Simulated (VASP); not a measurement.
Output of a VASP run:

**OSZICAR**
```
       N       E                     dE             d eps       ncg     rms          rms(c)
DAV:   1     0.218026524071E+03    0.21803E+03   -0.14662E+04  2048   0.107E+03
DAV:   2    -0.286512313050E+02   -0.24668E+03   -0.23412E+03  1992   0.426E+02
DAV:   3    -0.476994579144E+02   -0.19048E+02   -0.17840E+02  2626   0.856E+01
DAV:   4    -0.484189545729E+02   -0.71950E+00   -0.70328E+00  2520   0.168E+01
DAV:   5    -0.484366511523E+02   -0.17697E-01   -0.17576E-01  2416   0.232E+00    0.347E+01
DAV:   6    -0.462557040800E+02    0.21809E+01   -0.32153E+00  2130   0.132E+01    0.160E+01
DAV:   7    -0.457220367071E+02    0.53367E+00   -0.17619E+00  2372   0.873E+00    0.488E+00
DAV:   8    -0.456911025758E+02    0.30934E-01   -0.24076E-01  2654   0.296E+00    0.165E+00
DAV:   9    -0.456802447266E+02    0.10858E-01   -0.94813E-02  2676   0.208E+00    0.846E-01
DAV:  10    -0.456749039004E+02    0.53408E-02   -0.12131E-02  2588   0.769E-01    0.257E-01
DAV:  11    -0.456747593013E+02    0.14460E-03   -0.15937E-03  2632   0.229E-01    0.586E-02
DAV:  12    -0.456747461626E+02    0.13139E-04   -0.20098E-04  2640   0.896E-02    0.307E-02
DAV:  13    -0.456747493732E+02   -0.32106E-05   -0.95138E-06  2250   0.246E-02    0.142E-02
DAV:  14    -0.456747485407E+02    0.83248E-06   -0.16123E-05  2490   0.246E-02    0.456E-03
DAV:  15    -0.456747469891E+02    0.15517E-05   -0.96483E-07  1486   0.767E-03    0.121E-03
DAV:  16    -0.456747469456E+02    0.43470E-07   -0.14691E-07  1244   0.322E-03
   1 F= -.45674747E+02 E0= -.45662391E+02  d E =-.247117E-01  mag=     0.0000    -0.0000     0.0000
```

OUTCAR:
```
------------------------ aborting loop because EDIFF is reached ----------------------------------------
  FORCE on cell =-STRESS in cart. coord.  units (eV):
  Direction    XX          YY          ZZ          XY          YZ          ZX
  --------------------------------------------------------------------------------------
  Total        1.8283796      1.8283796      1.8283796      0.0000000     -0.0000000      0.0000000
  in kB       50.8144997     50.8144997     50.8144997      0.0000000     -0.0000000      0.0000000
  external PRESSURE =      50.8144997 kB  Pullay stress =       0.0000000 kB
  volume of cell :       57.65
      direct lattice vectors                 reciprocal lattice vectors
     3.863045000  0.000000000  0.000000000     0.258863151  0.000000000  0.000000000
     0.000000000  3.863045000  0.000000000     0.000000000  0.258863151  0.000000000
     0.000000000  0.000000000  3.863045000     0.000000000  0.000000000  0.258863151
 POSITION                                       TOTAL-FORCE (eV/Angst)
 -----------------------------------------------------------------------------------
      0.00000      1.93152      1.93152         0.000000      0.000000      0.000000
      1.93152      1.93152      0.00000         0.000000      0.000000      0.000000
      1.93152      0.00000      1.93152         0.000000      0.000000      0.000000
      0.00000      0.00000      0.00000         0.000000      0.000000      0.000000
 -----------------------------------------------------------------------------------
    total drift:                                0.000000     -0.000000     -0.000000
  FREE ENERGIE OF THE ION-ELECTRON SYSTEM (eV)
  ---------------------------------------------------
  free  energy   TOTEN  =       -45.6747469456 eV

  energy  without entropy=      -45.6500352497  energy(sigma->0) =      -45.66239110

 total charge

# of ion       s       p       d       tot
------------------------------------------
    1        0.681   0.749   6.069   7.499
    2        0.681   0.749   6.069   7.499
    3        0.681   0.749   6.069   7.499
    4        2.366   6.234   3.872  12.472
--------------------------------------------------
tot          4.408   8.482  22.080  34.970

 magnetization (x)

# of ion       s       p       d       tot
------------------------------------------
    1        0.000   0.000   0.000   0.000
    2        0.000   0.000   0.000   0.000
    3        0.000  -0.000   0.000   0.000
    4        0.000   0.000  -0.000  -0.000
--------------------------------------------------
tot          0.000  -0.000   0.000   0.000

 magnetization (y)

# of ion       s       p       d       tot
------------------------------------------
    1        0.000   0.000   0.000   0.000
    2        0.000  -0.000   0.000   0.000
    3        0.000   0.000  -0.000  -0.000
    4        0.000  -0.000   0.000   0.000
--------------------------------------------------
tot          0.000   0.000   0.000   0.000

 magnetization (z)

# of ion       s       p       d       tot
------------------------------------------
    1       -0.000   0.000   0.000   0.000
    2       -0.000   0.000   0.000   0.000
    3        0.000   0.000  -0.000  -0.000
    4        0.000   0.000   0.000   0.000
--------------------------------------------------
tot         -0.000   0.000   0.000   0.000

...
```
(Selected blocks of OUTCAR.)

POSCAR:
```
MoOs3
1
    3.8630450000     0.0000000000     0.0000000000
    0.0000000000     3.8630450000     0.0000000000
    0.0000000000     0.0000000000     3.8630450000
Os Mo
3 1
Direct
  0.0000000000   0.5000000000   0.5000000000
  0.5000000000   0.5000000000   0.0000000000
  0.5000000000   0.0000000000   0.5000000000
  0.0000000000   0.0000000000   0.0000000000
```

### Question
Reconstruct the remaining input files.

### Answer
One answer among several that fit: the input of the run itself, PBE GGA with spin-orbit coupling, plane waves, VASP's PBE PAW potentials (set 64).

### INCAR
```
# general
SYSTEM         =  MoOs3
PREC           =  Accurate
ENCUT          =  300
LREAL          =  .FALSE.
LASPH          =  .TRUE.

# electronic loop
EDIFF          =  1E-6
NELM           =  100
ALGO           =  Normal
LMAXMIX        =  6

# smearing
ISMEAR         =  0
SIGMA          =  0.136

# functional
GGA            =  PE
GGA_COMPAT     =  .FALSE.

# spin
MAGMOM         =  0.0 0.0 0.0 0.0 0.0 0.0 0.0 0.0 0.0 0.0 0.0 0.0
LSORBIT        =  .TRUE.
LNONCOLLINEAR  =  .TRUE.

# ions
ISIF           =  2

# output
LWAVE          =  .FALSE.
LCHARG         =  .FALSE.
LORBIT         =  11
```

File KPOINTS:
```
Automatic mesh
0
Gamma
7 7 7
0 0 0
```

POTCAR, in this order: Os Mo_sv (PBE.64 set). Program: vasp_ncl.

At this cut-off the stress carries a Pulay error, which pulls relaxed volumes low.

The structure was generated: MoOs3 was put into an ordered model structure, which need not be its known phase. The cell was not relaxed at this level. The run is one of a series of settings (GGA_COMPAT = .FALSE., LNONCOLLINEAR = .TRUE., LSORBIT = .TRUE., MAGMOM = 0.0 0.0 0.0 0.0 0.0 0.0 0.0 0.0 0.0 0.0 0.0 0.0, program vasp_ncl against the base run), some of them coarse on purpose.
